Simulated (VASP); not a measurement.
# AlSn: single point with PBE

AlSn:

```xyz
2
Lattice="4.2387 0.0000 0.0000 -2.1194 3.6708 0.0000 0.0000 0.0000 3.2488" Properties=species:S:1:pos:R:3 pbc="T T T"
Al    0.0000    0.0000    0.0000
Sn    0.0000    2.4472    1.6244
```

The cell comes from a database or a generator and needn't be the stable form of this composition.

The cell isn't the ideal one: cell and atoms relaxed from 1.08 times the given volume.

```yaml
Program: VASP 6.6.1
Task: single point
Functional: PBE
Potentials_or_basis: VASP PAW PBE potentials, release 64 (Al, Sn_d)
Cutoff: 520 eV
k_mesh: 9 × 9 × 10
Occupations: fermi-dirac, width 0.05 eV
Spin: no spin polarisation
Dipole_correction: no
Further_INCAR_settings: ALGO = Normal; EDIFF = 1e-06; NBANDS = 16
```

```yaml
Pressure: -0.1 GPa
Band_gap_on_the_k_mesh: none (metal or under the smearing width)
```

Levels at points of the mesh, in eV from the Fermi level:
| k point | band 6 | band 7 | band 8 | band 9 | band 10 | band 11 |
| --- | --- | --- | --- | --- | --- | --- |
| (0.00, 0.00, 0.00) | -10.50 | -0.44 | -0.44 | 0.38 | 2.95 | 2.95 |
| (0.00, 0.00, 0.50) | -7.31 | -6.16 | 2.64 | 2.64 | 3.49 | 3.49 |

Run time: 30 s on 1 thread of Intel(R) Xeon(R) Platinum 8175M CPU @ 2.50GHz (Skylake/Cascade Lake), with other jobs on the host, peak memory 0.2 GiB.
